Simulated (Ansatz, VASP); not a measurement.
BaScO2F in VASP and in Ansatz

File INCAR:

```
SYSTEM = BaScO2F
PREC     = Accurate       ! precision mode
ENCUT    = 520            ! plane-wave cutoff, eV
EDIFF    = 1E-6           ! SCF threshold, eV
ISMEAR   = 0              ! smearing method
SIGMA    = 0.05           ! smearing width, eV
LREAL    = .False.        ! projectors in reciprocal space
LASPH    = .True.         ! aspherical terms in the spheres
NELM     = 100            ! most SCF steps
ALGO     = Normal         ! electronic algorithm
ISIF     = 2              ! what is computed and relaxed
LWAVE    = .False.        ! write WAVECAR
LCHARG   = .False.        ! write CHGCAR
GGA      = CA             ! functional
NBANDS   = 28             ! bands
```

KPOINTS

```
Automatic mesh
0
Gamma
  6 6 6
  0 0 0
```

POSCAR

```
BaScO2F
1.0
    4.2069470000      0.0000000000      0.0000000000
    0.0000000000      4.2069470000      0.0000000000
    0.0000000000      0.0000000000      4.1692988700
Ba Sc O F
1 1 2 1
Direct
    0.5000000000      0.5000000000      0.5000000000
    0.0000000000      0.0000000000      0.0000000000
    0.5000000000      0.0000000000      0.0000000000
    0.0000000000      0.5000000000      0.0000000000
    0.0000000000      0.0000000000      0.5000000000
```

Input for Ansatz:

```yaml
crystal:
  lattice:
    - [4.206947, 0.0, 0.0]
    - [0.0, 4.206947, 0.0]
    - [0.0, 0.0, 4.16929887]
  atoms:
    - { symbol: Ba, position: [0.5, 0.5, 0.5] }
    - { symbol: Sc, position: [0.0, 0.0, 0.0] }
    - { symbol: O, position: [0.5, 0.0, 0.0] }
    - { symbol: O, position: [0.0, 0.5, 0.0] }
    - { symbol: F, position: [0.0, 0.0, 0.5] }
basis:
  ecutwfc: 420
kpoints:
  mp_grid: { grid: [6, 6, 6] }
hamiltonian:
  xc: lda
scf:
  occupations: { method: gaussian, width: 0.05 }
output:
  forces: true
  stress: true
  eigenvalues: true
```

Change from the starting cell: strain -0.0100 x Voigt [0, 0, 1, 0, 0, 0], atoms carried along.

Alike in both runs: task single point; functional LDA; k mesh 6 × 6 × 6; occupations gaussian, width 0.05 eV; no spin polarisation.

```csv
,VASP,Ansatz
version,VASP 6.6.1,Ansatz 0.2.0
potentials or method,"VASP PAW LDA potentials, release 64 (Ba_sv, Sc_sv, O, F)","scalar-relativistic, plane waves, PAW"
plane-wave cutoff (eV),520,420
valence electrons in the cell,40,40
```

Ansatz gave:

```
gap on the k mesh at the Fermi level (eV)       : 2.98
least direct gap on the mesh (eV)               : 3.34
pressure (GPa)                                  : -9.0
largest component of the traceless stress (GPa) : 0.94
```

Problem. What did VASP give for the same quantities?

Solution. gap on the k mesh at the Fermi level (eV): 2.91; least direct gap on the mesh (eV): 3.28; pressure (GPa): -7.5; largest component of the traceless stress (GPa): 1.03.

Caveats: spin-orbit coupling is left out, which moves the levels of the heavy elements. A k mesh can miss the band edges.
